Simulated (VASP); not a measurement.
Here is the system:

```
CELL_PARAMETERS angstrom
      0.00000     2.04045     2.04045
      2.04045     0.00000     2.04045
      2.04045     2.04045     0.00000
ATOMIC_POSITIONS crystal
  Au 0.00000 0.00000 0.00000
```

Calculation: PBEsol GGA, VASP's PBE PAW potentials (set 64) (plane waves; VASP). Settings: 500 eV cut-off, 15×15×15 Γ-centred mesh, first-order Methfessel-Paxton smearing of 0.10 eV, potentials Au.

Energy and stress use the plane-wave basis of the starting cell.

Problem. The ions, cell shape and volume at an external pressure of 5.0 GPa are relaxed. Which structure does the run end with?

Solution. 
```
CELL_PARAMETERS angstrom
      0.00000     2.02204     2.02204
      2.02204     0.00000     2.02204
      2.02204     2.02204     0.00000
ATOMIC_POSITIONS crystal
  Au 0.00000 0.00000 0.00000
```
Space group Fm-3m (225), at a tolerance of 0.03 Å.

Problem. How do energy and volume change from the first to the last step?

Solution. The energy (σ→0) changes by +6.5 meV/atom and the volume by -2.7 %, in 3 ionic steps.

The compound is Au in the fcc structure. This run relaxes it under an external pressure of 5 GPa. Symmetry was kept, so distortions that lower it aren't found.
